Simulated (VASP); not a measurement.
Here is the system:

```yaml
crystal:
  lattice:
    - [5.90276, 0.00000, 0.00000]
    - [0.00000, 5.90276, 0.00000]
    - [0.00000, 0.00000, 5.90276]
  atoms:
    - { symbol: Cs, position: [0.00000, 0.00000, 0.00000] }
    - { symbol: Pb, position: [0.50000, 0.50000, 0.50000] }
    - { symbol: Br, position: [0.50000, 0.00000, 0.50000] }
    - { symbol: Br, position: [0.00000, 0.50000, 0.50000] }
    - { symbol: Br, position: [0.50000, 0.50000, 0.00000] }
```

Calculation: vdW-DF-cx, VASP's PBE PAW potentials (set 64) (plane waves; VASP). Run with 520 eV cut-off, 4×4×4 Γ-centred mesh, tetrahedra with Blöchl corrections, potentials Cs_sv Pb_d Br.

Unless said otherwise, spin-orbit coupling is left out, though it shifts the bands of the heavy elements here.

### Question
What does the run give for the energy per atom (σ→0), band gap (on the k-mesh) with the smallest direct gap where there is one?

### Answer

- band gap (on the k-mesh) = 1.58 eV
- smallest direct gap (on the k-mesh) = 1.58 eV
- energy per atom (σ→0) = -0.945 eV/atom

Only differences to runs with the same potentials and settings are physical.

The compound is CsPbBr3 in the cubic perovskite structure, the ideal cubic form; the compound distorts at low or room temperature. It was relaxed first.
